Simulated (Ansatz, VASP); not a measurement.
**FeSi2 (Linzhiite) in two plane-wave programs**

One calculation is typed for both programs; each brings its own data sets. How far apart do they land? The cell is taken from a series of runs on this material, whose earlier steps may have relaxed, scaled, displaced or heated it; both programs get it as it stands.

Method: plane waves, with VASP 6.6.1 beside it; zone-centre phonons at LDA, in Ansatz 0.2.0.

## 1. The structure

Symmetry: P4/mmm, No. 123, tetragonal system. The conventional cell has a = 2.618 Å, b = 2.618 Å, c = 5.018 Å, α = 90.00°, β = 90.00°, γ = 90.00°. Nearest to Si lie 1 Si at 2.28 Å and 4 Fe at 2.30 Å. Nearest to Fe lie 8 Si at 2.30 Å. Farther neighbours are not listed.

## 2. Ansatz: zone-centre phonons, LDA

Ansatz runs on its PAW soft_1 files.

Second derivatives magnify differences that forces hide, and they need a tight electronic threshold.

input.yaml reads:

```yaml
crystal:
  lattice:
    - [2.6179354984, 0.0, 0.0]
    - [0.0, 2.6179354984, 0.0]
    - [0.0, 0.0, 5.0175670174]
  atoms:
    - { symbol: Si, position: [0.5, 0.5, 0.2727185429] }
    - { symbol: Si, position: [0.5, 0.5, 0.7272814571] }
    - { symbol: Fe, position: [0.0, 0.0, 0.0] }
kpoints:
  mp_grid: { grid: [16, 16, 8] }
hamiltonian:
  xc: lda
  pseudopotentials: { kind: paw, azcp: { folder: soft_1 }, xc_functional: pbe }
scf:
  occupations: { method: methfessel_paxton, width: 0.2 }
output:
  eigenvalues: true
phonons:
  method: dfpt
```

Command:

```sh
$ ansatz run input.yaml --threads 4 --pin off --max-ram 10240MiB --backend cpu --events-out ev --progress --plain --runs-dir out
```

Numbers of over 12 decimals in the logs are rounded to 6 here.

What it wrote:

```text
zone centre: on kpoints.mp_grid the ground state, and the responses unless they are solved on pairs of k-points, stand on 405 of the mesh's 2048 k-points, reduced under 4 symmetry operations, with k and −k counted as one. Each operation leaves every solved displacement unchanged or reverses it
Engine: ansatz 0.2.0, x86_64-unknown-linux-gnu
Pseudopotentials: kind: paw
Pseudopotential: Si, paw, valence charge 4, recommended cutoff 420 eV (normal), soft_1/Si.paw.azcp
Pseudopotential: Fe, paw, valence charge 16, recommended cutoff 420 eV (normal), soft_1/Fe.paw.azcp
Functional definition: SPW92
  exchange = slater_x
  correlation = pw_c
Crystal: 3 atoms, lattice volume = 34.388 Å³
Basis set: ecut = 420 eV, 677 PW (Γ), exchange–correlation on 36×36×72 points (8 copies of the dense FFT grid, shifted against one another)
Bands: 16, of which v1, the nominal top of the filled ones, is band 12 counted from 1 (11 counted from 0)
Symmetry: 16 space group operations
k-points: 405 of 2048 (irreducible under 4 space group operations, time reversal used)
Non-local potential: Si, projectors of the file, l = 0: 2, l = 1: 2, l = 2: 1
Non-local potential: Fe, projectors of the file, l = 0: 3, l = 1: 2, l = 2: 3, l = 3: 1
PAW form: soft (Blöchl's): semilocal exchange-correlation on the pseudo side does not see the compensation charge
PAW frozen core: Si, regenerated for the run's functional, and the local potential with it (the file was generated under x = pbe(κ = 0.804, μ = 0.219515), c = pbe(β = 0.066725))
PAW frozen core: Fe, regenerated for the run's functional, and the local potential with it (the file was generated under x = pbe(κ = 0.804, μ = 0.219515), c = pbe(β = 0.066725))
PAW one-centre angular grid: Si, 110 points (default); XC on 64 Gauss nodes
PAW one-centre angular grid: Fe, 590 points (default); XC on 64 Gauss nodes
Initial density: superposition of atomic densities (chi_scale 0.1, normalization cell, long waves kept (reshape's long-wave potential 0.00 eV rms))
Initial wavefunctions: pseudopotential atomic-orbital guess
Functional: x = slater, c = lda
SCF iter   1: F=—  HF=-5640.664541 eV  |F-HF|=—  |Δ(HF+E_count)|=         —  Δρ=1.26e-1  dr2=1.22e1  ethr=3.10e-3  ⟨swp⟩=5.1  Hψ=34615  notcnv=0
preconditioner: auto → none  [metal: Δε(μ)=0.006 eV  Ē_g=8.523 eV  σ=0.200 eV  W_gap=0.03  n_scr=8 (ndim 8)  ℏωp=25.3 eV  f_vac=0.000  D(μ)=1.48/eV (n_scr^D=16)  sad-step TF]
SCF iter   2: F=—  HF=-5640.355856 eV  |F-HF|=—  |Δ(HF+E_count)|=   3.09e-1  S|Δr|=    0.00e0  Δρ=1.42e-1  dr2=1.25e1  ethr=3.10e-3  ⟨swp⟩=2.0  Hψ=11111  notcnv=0
SCF iter   3: F=—  HF=-5639.016900 eV  |F-HF|=—  |Δ(HF+E_count)|=    1.34e0  S|Δr|=    0.00e0  Δρ=5.06e-2  dr2=8.95e-1  ethr=3.10e-3  ⟨swp⟩=3.1  Hψ=12435  notcnv=0
SCF iter   4: F=—  HF=-5638.901949 eV  |F-HF|=—  |Δ(HF+E_count)|=   1.15e-1  S|Δr|=    0.00e0  Δρ=1.15e-2  dr2=9.24e-2  ethr=3.10e-3  ⟨swp⟩=2.5  Hψ=12758  notcnv=0
SCF iter   5: F=—  HF=-5638.869748 eV  |F-HF|=—  |Δ(HF+E_count)|=   3.22e-2  S|Δr|=    0.00e0  Δρ=3.34e-3  dr2=2.30e-3  ethr=3.85e-4  ⟨swp⟩=2.0  Hψ=10736  notcnv=0
SCF iter   6: F=—  HF=-5638.869582 eV  |F-HF|=—  |Δ(HF+E_count)|=   1.66e-4  S|Δr|=    0.00e0  Δρ=4.84e-4  dr2=2.17e-5  ethr=9.59e-6  ⟨swp⟩=2.2  Hψ=9370  notcnv=0
SCF iter   7: F=—  HF=-5638.869574 eV  |F-HF|=—  |Δ(HF+E_count)|=   7.91e-6  S|Δr|=    0.00e0  Δρ=7.54e-5  dr2=1.27e-6  ethr=9.03e-8  ⟨swp⟩=2.0  Hψ=11226  notcnv=0
SCF iter   8: F=—  HF=-5638.869572 eV  |F-HF|=—  |Δ(HF+E_count)|=   1.41e-6  S|Δr|=    0.00e0  Δρ=1.23e-5  dr2=2.25e-8  ethr=5.30e-9  ⟨swp⟩=2.4  Hψ=10172  notcnv=0
SCF iter   9: F=—  HF=-5638.869572 eV  |F-HF|=—  |Δ(HF+E_count)|=   4.17e-9  S|Δr|=    0.00e0  Δρ=1.74e-6  dr2=3.87e-10  ethr=9.37e-11  ⟨swp⟩=2.4  Hψ=10977  notcnv=0
SCF iter  10: F=-5638.869572 eV  HF=-5638.869572 eV  |F-HF|=9.09e-13  |Δ(HF+E_count)|=  9.82e-11  S|Δr|=    0.00e0  Δρ=1.35e-7  dr2=2.82e-12  ethr=1.00e-12  ⟨swp⟩=4.4  Hψ=33685  notcnv=0
the search or the solves at the SCF's close seem to have found levels that the self-consistency loop had missed (the run counts 6). By its estimate they hold under 1e-12 electrons; where the run keeps them, the occupations were computed again with them
SCF 1 converged in 10 iterations: F = -5638.869572 eV  dr2 = 2.82e-12
  greatest PAW one-centre occupation: 1.001 electrons in one spin orbital (limit 2), on the Fe atom at site 2 (counted from 0), in its partial waves of l = 1
DFPT response loops at Γ: preconditioner auto → Kerker (q_TF=auto, 2.570 Å⁻¹) (partly filled bands, converged f_vac=0.000); β = 1.00, the filter's whole step (`scf.mixing.beta` (0.50) is not read by the response loops under this deck's `scf.mixing.preconditioner`; to damp them name `kerker` or `kerker_dos`, under which they read `scf.mixing.beta`, and type it under 1.00, their step now; both keys bind the ground state too); Broyden in place of MSR1
SCF converged after 10 iterations
Stability not checked: this state was not tested for a lower state beside it, because cold or Methfessel-Paxton smearing, or corrected tetrahedra, fill the levels in a way that the test cannot read (fill_not_monotonic; see scf.lower_state_search)
Free energy (F): -5638.869572 eV
Harris-Foulkes:  -5638.869572 eV  (|F-HF|=9.09e-13)
Internal energy: -5638.870792 eV  (E = F + TS)
E sigma→0 (E₀):  -5638.869877 eV
Entropy (-TS):   0.001219 eV (0.406 meV/atom)
Fermi energy:    15.281762 eV
Step filling:    the computed levels leave a gap of 0.0067 eV = 0.0 smearing widths at the electron count; against every level under it full and every level over it empty, smearing changes F+E_penalty+E_count by +0.688 meV and its σ→0 estimate by +0.383 meV
--- Per-component energies (eV) ---
  E_band       = -201.592500
  E_kinetic    = 432.750563
  E_local      = -3508.995315  (includes V_loc(G=0)·N_el)
  E_nonlocal   = 340.345607
  E_hartree    = 1557.697180
  E_xc         = -230.004463
  E_vxc        = -248.572998  (∫ρ·V_xc dr)
  E_paw        = -2292.787847  (= ΣΔE_a)
  E_vpaw       = -332.513923  (= ΣTr[D̂ρ^β])
  E_aug_tail   = -0.000777  (compensation charges beyond the density's cutoff)
  E_ewald      = -1938.445938
  E_core_change = 0.570198  (= ΣΔE_core)
  E_smearing   = 0.001219  (= −TS)
  E_closure    = -0.000000  (closes the sum)
  Σ components = -5638.869572   (vs F -5638.869572, Δ=0.00e0)
--- Band table (eV; the first three rows and the last of 405) ---
  k-point 0: bands = [... 8 lower, 13.4116, 13.6596, 13.6596, 14.6712, 20.2105, 20.2105, 22.0304, 22.5649]
  k-point 1: bands = [... 8 lower, 13.3753, 13.6528, 13.6528, 14.6713, 20.3165, 20.3165, 21.0219, 22.3422]
  k-point 2: bands = [... 8 lower, 13.2462, 13.6364, 13.6364, 14.6714, 19.5788, 20.6233, 20.6233, 21.9946]
  k-point 404: bands = [... 8 lower, 11.9413, 11.9413, 13.2866, 15.5164, 15.5963, 15.5963, 16.2886, 18.7086]
--- Phonons (Γ-DFPT): 4 representative perturbations + reference, on 405 of 2048 k-points (Σ response iterations 14) ---
  k mesh reduced under 4 symmetry operations, with k and −k counted as one. Each operation leaves every solved displacement unchanged or reverses it
  ASR residual: 6.696e-5 → 0.000e0 eV/Å²; symmetrization residual: 1.078e-5 eV/Å²
  ASR residual per site (eV/Å²): 3.36e-5 3.36e-5 6.70e-5
  Γ frequencies (cm⁻¹): 0.00 0.00 0.00 242.28 242.28 318.66 318.66 390.78 604.44
  non-analytic LO–TO correction: not included (Born effective charges unavailable; polar crystals: no LO–TO splitting at Γ)
```

[end of part 1 of 2]

[Lines on the potential files, build, host, timing and source positions are cut from VASP's logs without a mark.]

[Logs are printed without paths, hosts, clocks, repeated set-up lines and the standing remarks that a program may print on its own settings, such as how far it seeks lower states.]

[Hosts, paths, dates, database ids (printed as entryN), source tags and the programs' standing remarks are cut or masked in the printed files.]
